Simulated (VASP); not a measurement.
SiC (4h), at 1.04 of the tabulated volume:

```
CSi
1.0
    1.56052    -2.70291     0.00000
    1.56052     2.70291     0.00000
    0.00000     0.00000    10.21751
Si C
4 4
Direct
  0.00000   0.00000   0.00000
  0.00000   0.00000   0.50000
  0.66667   0.33333   0.75018
  0.33333   0.66667   0.25018
  0.00000   0.00000   0.81216
  0.00000   0.00000   0.31216
  0.66667   0.33333   0.56329
  0.33333   0.66667   0.06329
```

The lowest empty band near M, direction to Γ, from mBJ (TB09) with spin-orbit coupling in VASP (PAW); its two spin partners are averaged. The gap over the points computed is 3.12 eV, and the next band on that side lies 0.10 eV away at the edge.

Settings: 520 eV cut-off, 9×9×3 Γ-centred mesh, Gaussian smearing of 0.050 eV, potentials Si C.

```csv
distance from the edge in k (1/Å),distance in energy (meV)
0.025,3.5
0.035,6.9
0.050,13.8
0.070,26.9
```

Fit E(1 + αE) = ħ²k²/2m* (ħ²/2m0 = 3.810 eV Å²) and predict the row at 0.095 1/Å.

The rows don't resolve α, so a parabola serves: the electron mass is m* = 0.692 m0, and so 49.7 meV. The run gave 49.0 meV, -0.7 meV from the fit.

Left out are points under 3 meV from the edge, since the levels carry 0.1 meV, and points farther than half the way to the next band.

The compound is SiC in the 4h structure. The cell was not relaxed at this level.
